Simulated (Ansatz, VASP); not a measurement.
Ti2BeO3: VASP beside Ansatz

```
Ti Be O
1.0
     5.38242    0.00000    0.00000
    -2.69121    4.66131    0.00000
     0.00000    0.00000    2.66724
Ti Be O
2 1 3
Direct
  0.33333 0.66667 0.00000
  0.66667 0.33333 0.00000
  0.00000 0.00000 0.00000
  0.50000 0.00000 0.50000
  0.50000 0.50000 0.50000
  0.00000 0.50000 0.50000
```

Alike in both runs: functional PBE; k mesh 6 × 6 × 6; occupations gaussian, width 0.1 eV; no spin polarisation.

Ansatz relaxed the structure, and its values are those at the end. VASP's run is a single point on that final structure, the one shown.

```csv
,VASP,Ansatz
version,VASP 6.6.1,Ansatz 0.2.0
potentials or method,"VASP PAW PBE potentials, release 64 (Ti_sv, Be, O)","scalar-relativistic, plane waves, PAW"
plane-wave cutoff (eV),520,420
valence electrons in the cell,44,44
```

VASP gave:

| Item | Value |
| --- | --- |
| gap on the k mesh at the Fermi level (eV) | none |
| pressure (GPa) | 0.5 |

Problem. Estimate Ansatz's values.

Solution. gap on the k mesh at the Fermi level (eV): none; pressure (GPa): 0.0.

A gap of «none» marks a metal or a gap that the smearing closes. With one functional, cell and mesh, what is left measures potentials, basis and numerics.

Caveats: the k mesh is coarse (spacing up to 0.39 Å⁻¹), so the values aren't converged; semilocal functionals often make such compounds metallic where correlation or magnetic order opens a gap, which also shifts bond lengths.
